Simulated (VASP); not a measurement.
Given:

```
Fe
1.0
   -1.40125     1.40125     1.40125
    1.40125    -1.40125     1.40125
    1.40125     1.40125    -1.40125
Fe
1
Direct
  0.00000   0.00000   0.00000
```
Starting moments (μB, in the order of the record's atoms Fe): 2.1.

Method: PBE GGA with D3 dispersion (zero damping), VASP's PBE PAW potentials (set 64) (plane waves; VASP). Run with 520 eV cut-off, Gaussian smearing of 0.050 eV, potentials Fe.

### Question
Give the spin-up energies of bands 1 to 6 at the high-symmetry points, in eV from the Fermi level.

### Answer

```csv
band,Γ,H,N,P
1,-8.63,-5.05,-5.11,-3.35
2,-2.37,-5.05,-3.51,-3.35
3,-2.37,0.17,-1.03,-3.35
4,-2.37,0.17,-0.90,-0.86
5,-1.10,0.17,0.45,-0.86
6,-1.10,10.15,0.50,8.85
```

### Question
Give the spin-down energies of bands 1 to 6 at the high-symmetry points, in eV from the Fermi level.

### Answer

| band | Γ | H | N | P |
|---|---|---|---|---|
| 1 | -8.46 | -3.26 | -3.86 | -2.00 |
| 2 | -0.52 | -3.26 | -1.86 | -2.00 |
| 3 | -0.52 | 2.28 | 0.62 | -2.00 |
| 4 | -0.52 | 2.28 | 1.46 | 1.93 |
| 5 | 1.61 | 2.28 | 1.88 | 1.93 |
| 6 | 1.61 | 10.43 | 2.60 | 9.72 |

It has no gap at this level: it comes out as a metal or semimetal.

The compound is Fe in the bcc structure. It was relaxed first, which changed the volume by -7 %.
